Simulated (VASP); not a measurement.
# Al3Si2F (P1) in VASP: relaxation of cell and atoms with PBE

Aim: the relaxation of cell and atoms of Al3Si2F with PBE.

All numbers are computed with VASP 6.6.1; they aren't measurements. Logs are shortened: lines on timing, memory, paths and dates and some standing lists are left out, and cuts for length are marked.

**1. The crystal as given**

The typed cell holds 12 atoms: a = 7.119 Å, b = 7.292 Å, c = 14.308 Å, α = 148.89°, β = 148.12°, γ = 45.24°.

The cell was built by a generator and needn't be a form met in nature.

**2. Relaxation of cell and atoms, PBE**

INCAR reads:

```
SYSTEM = Al3Si2F
ALGO = Fast
EDIFF = 1E-5
EDIFFG = -0.03
ENCUT = 520
GGA = PE
IBRION = 2
ISIF = 3
ISMEAR = 0
ISYM = 0
KPAR = 4
LASPH = .True.
LCHARG = .False.
LREAL = Auto
LWAVE = .False.
NELM = 80
NSW = 110
PREC = Normal
SIGMA = 0.15
```

KPOINTS reads:

```
k-points
0
Gamma
  6 6 6
  0 0 0
```

POSCAR reads:

```
Al3Si2F
1.0
   -1.8320078500      1.9281892500      6.6034878400
    2.0667157600     -2.0131636100      6.6973769700
    3.6184401500      3.9823403800    -13.2581997800
Al Si F
6 4 2
Direct
    0.2302807200      0.7905703000      0.2658935300
    0.2582743500      0.7230673100      0.7502250200
    0.7494544100      0.2582297200      0.2529787500
    0.7404736200      0.1873921400      0.7176321300
    0.9683144000      0.4931768700      0.2379124400
    0.9856417800      0.5109421700      0.7383607100
    0.6811385000      0.6395981400      0.0341920800
    0.6845664700      0.6341316000      0.5243314500
    0.3825636600      0.3940740800      0.0174520600
    0.3616527600      0.3475958800      0.4817264100
    0.9704318600      0.0349826900      0.0086209600
    0.0012720300      0.0259832100      0.5123184000
```

Potentials or basis: VASP PAW PBE potentials, release 64 (Al, Si, F).

Run with:

```console
$ cat potpaw_PBE.64/Al/POTCAR potpaw_PBE.64/Si/POTCAR potpaw_PBE.64/F/POTCAR > POTCAR
$ mpirun -np 4 vasp_std > vasp.out
```

OUTCAR:

```text
SYSTEM = Al3Si2F
   EDIFF = 1E-5
   EDIFFG = -0.03
   ENCUT = 520
   GGA = PE
   IBRION = 2
   ISIF = 3
   ISMEAR = 0
   ISYM = 0
   LASPH = .True.
   LREAL = Auto
   NELM = 80
   NSW = 110
   PREC = Normal

 ion  position               nearest neighbor table
   1  0.230  0.791  0.266-   7 2.30  10 2.42   4 2.50   9 2.59   3 2.64   8 2.67   3 2.91   4 3.02
                             5 3.36
   2  0.258  0.723  0.750-   8 2.30  10 2.60   7 2.61   3 2.73   4 2.73   3 2.76   9 2.77   4 2.82
                             6 3.07
   3  0.749  0.258  0.253-   8 2.42  10 2.50   9 2.51   7 2.59   1 2.64   2 2.73   2 2.76   1 2.91
                             5 3.22
   4  0.740  0.187  0.718-   8 2.32   1 2.50  10 2.62   9 2.63   7 2.70   2 2.73   2 2.82   1 3.02

   5  0.968  0.493  0.238-  11 1.78  12 2.04   9 2.42   7 2.44  10 2.59   8 2.92   3 3.22   1 3.36

   6  0.986  0.511  0.738-  12 1.86  11 2.10   8 2.37  10 2.63   7 2.73   9 2.82   2 3.07
   7  0.681  0.640  0.034-   1 2.30   5 2.44   3 2.59   2 2.61   4 2.70   6 2.73
   8  0.685  0.634  0.524-   2 2.30   4 2.32   6 2.37   3 2.42   1 2.67   5 2.92
   9  0.383  0.394  0.017-   5 2.42   3 2.51   1 2.59   4 2.63   2 2.77   6 2.82
  10  0.362  0.348  0.482-   1 2.42   3 2.50   5 2.59   2 2.60   4 2.62   6 2.63
  11  0.970  0.035  0.009-   5 1.78   6 2.10
  12  0.001  0.026  0.512-   6 1.86   5 2.04

IMPORTANT INFORMATION: All symmetrisations will be switched off!
NOSYMM: (Re-)initialisation of all symmetry stuff for point group C_1.

----------------------------------------------------------------------------------------

                                     Primitive cell

  volume of cell :     201.9783

  direct lattice vectors                    reciprocal lattice vectors
    -1.832007850  1.928189250  6.603487840     0.000097489  0.255646265  0.076814591
     2.066715760 -2.013163610  6.697376970     0.256768496  0.001954668  0.070664616
     3.618440150  3.982340380-13.258199780     0.129755111  0.128316678 -0.001469899

  length of vectors
     7.119004017  7.292393299 14.308459226     0.266937265  0.266321928  0.182493066

  position of ions in fractional coordinates (direct lattice)
     0.230280720  0.790570300  0.265893530
     0.258274350  0.723067310  0.750225020
     0.749454410  0.258229720  0.252978750
     0.740473620  0.187392140  0.717632130
     0.968314400  0.493176870  0.237912440
     0.985641780  0.510942170  0.738360710
     0.681138500  0.639598140  0.034192080
     0.684566470  0.634131600  0.524331450
     0.382563660  0.394074080  0.017452060
     0.361652760  0.347595880  0.481726410
     0.970431860  0.034982690  0.008620960
     0.001272030  0.025983210  0.512318400

  ion indices of the primitive-cell ions
   primitive index   ion index
                 1           1
                 2           2
                 3           3
                 4           4
                 5           5
                 6           6
                 7           7
                 8           8
                 9           9
                10          10
                11          11
                12          12

----------------------------------------------------------------------------------------

 KPOINTS: k-points

Automatic generation of k-mesh.
 Grid dimensions read from file:
 generate k-points for:    6    6    6

 Generating k-lattice:

  Cartesian coordinates                     Fractional coordinates (reciprocal lattice)
     0.000016248  0.042607711  0.012802432     0.166666667  0.000000000  0.000000000
     0.042794749  0.000325778  0.011777436     0.000000000  0.166666667  0.000000000
     0.021625852  0.021386113 -0.000244983    -0.000000000  0.000000000  0.166666667

  Length of vectors
     0.044489544  0.044386988  0.030415511

  Shift w.r.t. Gamma in fractional coordinates (k-lattice)
     0.000000000  0.000000000  0.000000000

 Subroutine IBZKPT returns following result:
 ===========================================

 Found    112 irreducible k-points:

 Following reciprocal coordinates:
            Coordinates               Weight
  0.000000  0.000000  0.000000      1.000000
  0.166667  0.000000  0.000000      2.000000
  0.333333  0.000000 -0.000000      2.000000
  0.500000  0.000000  0.000000      1.000000
  0.000000  0.166667 -0.000000      2.000000
  0.166667  0.166667 -0.000000      2.000000
[... 16 lines left out ...]
  0.333333  0.000000  0.166667      2.000000
  0.500000  0.000000  0.166667      2.000000
 [... further k-points ...]
   k-points           NKPTS =    112   k-points in BZ     NKDIM =    112   number of bands    NBANDS=     31
   number of dos      NEDOS =    301   number of ions     NIONS =     12
   total plane-waves  NPLWV = 134400
   dimension x,y,z NGX =    40 NGY =   42 NGZ =   80
   dimension x,y,z NGXF=    80 NGYF=   84 NGZF=  160
   ions per type =               6   4   2
   NGX,Y,Z   is equivalent  to a cutoff of   9.34,  9.57,  9.29 a.u.
   NGXF,Y,Z  is equivalent  to a cutoff of  18.68, 19.15, 18.59 a.u.
 SYSTEM =  Al3Si2F
   PREC   = normal    normal or accurate (medium, high low for compatibility)
   ISTART =      0    job   : 0-new  1-cont  2-samecut
   ICHARG =      2    charge: 1-file 2-atom 10-const
   ISPIN  =      1    spin polarized calculation?
   LNONCOLLINEAR =      F non collinear calculations
   LSORBIT =      F    spin-orbit coupling
   LASPH  =      T    aspherical Exc in radial PAW
   ENCUT  =  520.0 eV  38.22 Ry    6.18 a.u.  13.24 13.56 26.60*2*pi/ulx,y,z
   NELM   =     80;   NELMIN=  2; NELMDL= -5     # of ELM steps
   EDIFF  = 0.1E-04   stopping-criterion for ELM
   LREAL  =      T    real-space projection
   EDIFFG = -.3E-01   stopping-criterion for IOM
   NSW    =    110    number of steps for IOM
   IBRION =      2    ionic relax: 0-MD 1-quasi-New 2-CG
   NFREE  =      1    steps in history (QN), initial steepest desc. (CG)
   ISIF   =      3    stress and relaxation
   ISYM   =      0    0-nonsym 1-usesym 2-fastsym
   POTIM  = 0.5000    time-step for ionic-motion
   TEBEG  =    0.0;   TEEND  =   0.0 temperature during run
   PSTRESS=    0.0 pullay stress
   NELECT =      48.0000    total number of electrons
   NUPDOWN=      -1.0000    fix difference up-down
   EMIN   =  10.00;   EMAX   =-10.00  energy-range for DOS
   EFERMI =   0.00;   METHOD = LEGACY
   ISMEAR =     0;   SIGMA  =   0.15  broadening in eV -4-tet -1-fermi 0-gaus
   EFERMI_NEDOS =   21; number of points for ismear=-14 and -15
   IALGO  =     68    algorithm
   IMIX   =      4    mixing-type and parameters
     AMIX     =   0.40;   BMIX     =  1.00
     AMIX_MAG =   1.60;   BMIX_MAG =  1.00
  volume/ion in A,a.u.               =      16.83       113.58
  Fermi-wavevector in a.u.,A,eV,Ry     =   1.014037  1.916252 13.990470  1.028271
  Thomas-Fermi vector in A             =   2.147241
   LORBIT       =      0    0 simple, 1 ext, 2 COOP (PROOUT), +10 PAW based schemes
   GGA     = PE    functional components
   LHFCALC =     F    Hartree Fock is set to
   AEXX    =    0.0000 exact exchange contribution
   IVDW    =     0    specifies the selected vdW correction
   LEPSILON=     F    determine dielectric tensor
   LRPA    =     F    only Hartree local field effects (RPA)
 conjugate gradient relaxation of ions
 non-spin polarized calculation
 RMM-DIIS sequential band-by-band and
 Gauss-broadening in eV      SIGMA  =   0.15
  energy-cutoff  :      520.00
  volume of cell :      201.98
 maximum number of plane-waves:      5468
   NGX = 27   NGY = 27   NGZ = 53

--------------------------------------- Ionic step        1  -------------------------------------------

 number of electron      48.0000000 magnetization

 Free energy of the ion-electron system (eV)
  ---------------------------------------------------
  ext. energy  EPLUGINS =         0.00000000
  ---------------------------------------------------
  free energy    TOTEN  =       -52.26134673 eV

  energy without entropy =      -52.22866705  energy(sigma->0) =      -52.24500689

------------------------ aborting loop because EDIFF is reached ----------------------------------------

  FORCE on cell =-STRESS in cart. coord.  units (eV):
  Direction    XX          YY          ZZ          XY          YZ          ZX
  --------------------------------------------------------------------------------------
  -------------------------------------------------------------------------------------
  Total        4.3602810     11.4445635      8.9844623      0.4855611      2.5230075      0.5423159
  in kB       34.5876004     90.7831372     71.2685696      3.8516769     20.0135669      4.3018804
  external PRESSURE =      65.5464357 kB  Pullay stress =       0.0000000 kB
[... 119 lines left out ...]
  FREE ENERGIE OF THE ION-ELECTRON SYSTEM (eV)
  ---------------------------------------------------
  free  energy   TOTEN  =       -53.3764919647 eV

  energy  without entropy=      -53.3436457022  energy(sigma->0) =      -53.36006883

[... ionic steps 4 to 14 ...]

--------------------------------------- Ionic step       15  -------------------------------------------

 number of electron      47.9999985 magnetization

------------------------ aborting loop because EDIFF is reached ----------------------------------------

  FORCE on cell =-STRESS in cart. coord.  units (eV):
  Direction    XX          YY          ZZ          XY          YZ          ZX
  --------------------------------------------------------------------------------------
  -------------------------------------------------------------------------------------
  Total        0.1194740      0.0652480      0.1278599     -0.0098583     -0.0365110     -0.1469464
  in kB        0.9079961      0.4958813      0.9717286     -0.0749225     -0.2774817     -1.1167846
  external PRESSURE =       0.7918686 kB  Pullay stress =       0.0000000 kB
[... 77 lines left out ...]
  energy  without entropy=      -53.7783115957  energy(sigma->0) =      -53.79536507

--------------------------------------- Ionic step       17  -------------------------------------------

 number of electron      47.9999982 magnetization

 Free energy of the ion-electron system (eV)
  ---------------------------------------------------
  ext. energy  EPLUGINS =         0.00000000
  ---------------------------------------------------
  free energy    TOTEN  =       -53.81300746 eV

  energy without entropy =      -53.77898454  energy(sigma->0) =      -53.79599600

 E-fermi :   5.9273     XC(G=0):  -9.5172

 val. band max:        5.9216413903   @ k =   0.3333   0.0000   0.5000
 cond. band min:       5.9282407942   @ k =   0.1667  -0.1667   0.1667
 fundamental gap:      0.0065994039
 Fermi energy:         5.9273349099

 k-point     1 :       0.0000    0.0000    0.0000
  band No.  band energies     occupation
      1     -18.9956      2.00000
      2     -18.9311      2.00000
      3      -5.1220      2.00000
      4      -3.1062      2.00000
      5      -2.5689      2.00000
      6      -2.0898      2.00000
[... 805 lines left out ...]
     30       8.5776      0.00000
     31       8.7408      0.00000

 [... further k-points ...]
[... 5 lines left out ...]
  --------------------------------------------------------------------------------------
  -------------------------------------------------------------------------------------
  Total        0.0331999      0.0188818      0.0630552     -0.0131876     -0.0117715      0.0011152
  in kB        0.2521111      0.1433837      0.4788248     -0.1001431     -0.0893900      0.0084683
  external PRESSURE =       0.2914399 kB  Pullay stress =       0.0000000 kB
[... 27 lines left out ...]
  FREE ENERGIE OF THE ION-ELECTRON SYSTEM (eV)
  ---------------------------------------------------
  free  energy   TOTEN  =       -53.8130074551 eV

  energy  without entropy=      -53.7789845398  energy(sigma->0) =      -53.79599600

 reached required accuracy - stopping structural energy minimisation
```

Wall time 26 min (4 MPI ranks of Intel Xeon 6975P-C (Granite Rapids), shared host); peak memory 0.64 GiB.

What came out:

```
Free energy                            : -53.8130 eV
Relaxed volume                         : 17.58 Å³/atom
Relaxed cell                           : a = 7.302 Å, b = 7.303 Å, c = 14.601 Å, α = 149.15°, β = 147.99°, γ = 45.04°
Space group after relaxing (to 0.05 Å) : C2/m (No. 12)
Energy gained by relaxing              : 129.3 meV/atom
Ionic steps                            : 17
Pressure after relaxing                : 0.0 GPa
Largest force after relaxing           : 0.027 eV/Å
Band gap on the k mesh                 : none (metal or under the smearing width)
```

Forces in eV/Å, atoms in the order of the input:
```
Al  -0.001 -0.018  0.013
Al   0.000  0.003 -0.022
Al   0.018 -0.021  0.004
Al   0.013  0.011  0.005
Al  -0.008 -0.003 -0.011
Al   0.000 -0.009 -0.001
Si  -0.012 -0.010 -0.001
Si   0.004  0.011 -0.021
Si  -0.002  0.022  0.002
Si   0.006  0.002  0.021
F   -0.011  0.019  0.015
F   -0.007 -0.006 -0.005
```

Step by step:
```tsv
step	energy change (eV)	largest force (eV/Å)	pressure (GPa)	volume (Å³)
1	0.0000	2.7959	6.55	201.98
2	-1.1024	0.7439	-3.53	222.72
3	-1.1151	0.8306	-2.70	220.27
4	-1.3614	0.5966	-0.51	213.40
5	-1.4057	0.6734	1.08	209.34
6	-1.4928	0.4396	0.39	210.64
7	-1.5123	0.3153	-0.05	211.68
8	-1.5330	0.1840	-0.17	211.75
9	-1.5355	0.2180	-0.19	211.78
10	-1.5448	0.1012	0.06	210.89
11	-1.5459	0.0896	0.20	210.47
12	-1.5491	0.0665	-0.08	211.21
13	-1.5494	0.0722	-0.15	211.48
14	-1.5510	0.0436	-0.02	211.00
15	-1.5510	0.0519	0.08	210.81
16	-1.5511	0.0427	0.05	210.89
17	-1.5517	0.0275	0.03	210.99
```

Final structure:
```
Al Si F
1.0
    -1.94141    2.01550    6.74474
     1.94246   -2.01059    6.74689
     3.88279    4.02200  -13.48818
Al Si F
6 4 2
Cartesian
  1.9562 0.0140 3.3266
  3.9008 2.0218 -3.3854
  0.0126 2.0280 3.3838
  1.9565 4.0337 -3.3850
  1.9653 0.0095 -0.0135
  3.9063 2.0219 -6.7589
  0.0275 0.0078 8.5070
  1.9484 2.0306 1.7638
  0.0284 0.0035 4.9518
  1.9443 2.0281 -1.7938
  -1.9170 2.0089 6.7258
  1.9600 2.0316 -6.7594
```

Levels at points of the mesh, in eV from the Fermi level:
| k point | band 22 | band 23 | band 24 | band 25 | band 26 | band 27 |
| --- | --- | --- | --- | --- | --- | --- |
| (0.00, 0.00, 0.00) | -0.88 | -0.65 | 0.28 | 0.40 | 0.55 | 0.70 |
| (0.50, 0.00, 0.00) | -1.01 | -0.52 | -0.39 | 0.61 | 1.49 | 1.50 |
| (0.00, 0.50, 0.00) | -1.00 | -0.52 | -0.39 | 0.60 | 1.49 | 1.49 |
| (0.50, 0.50, 0.00) | -2.04 | -0.35 | -0.17 | 0.28 | 0.66 | 0.70 |
| (0.00, 0.00, 0.50) | -1.57 | -0.02 | -0.01 | 1.14 | 1.15 | 1.90 |
| (0.50, 0.00, 0.50) | -1.61 | -1.02 | -1.01 | 0.42 | 0.43 | 2.08 |
| (0.00, 0.50, 0.50) | -1.62 | -1.01 | -1.00 | 0.42 | 0.42 | 2.09 |
| (0.50, 0.50, 0.50) | -2.36 | -1.24 | -1.20 | -0.26 | -0.25 | 2.40 |
